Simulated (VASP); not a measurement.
Given:

```
CELL_PARAMETERS angstrom
      0.00000     3.01521     3.01521
      3.01521     0.00000     3.01521
      3.01521     3.01521     0.00000
ATOMIC_POSITIONS crystal
  Sr 0.00000 0.00000 0.00000
```

All values below come from AM05 GGA, VASP's PBE PAW potentials (set 64) (plane waves; VASP). Numerical set-up: 520 eV cut-off, 8×8×8 Γ-centred mesh, Gaussian smearing of 0.050 eV, potentials Sr_sv.

### Question
Estimate the energy per atom (σ→0), band gap (on the k-mesh) with the smallest direct gap where there is one.

### Answer

```
Item                                                         Value
------------------------  ----------------------------------------
band gap (on the k-mesh)  none (metal, semimetal or under 0.01 eV)
energy per atom (σ→0)                       -163.0 kJ/mol of atoms
```

The absolute energy has meaning only against runs of the same code, potentials and settings.

The compound is Sr in the fcc structure. This cell is one point of a volume scan, at 1.03 of the reference volume.
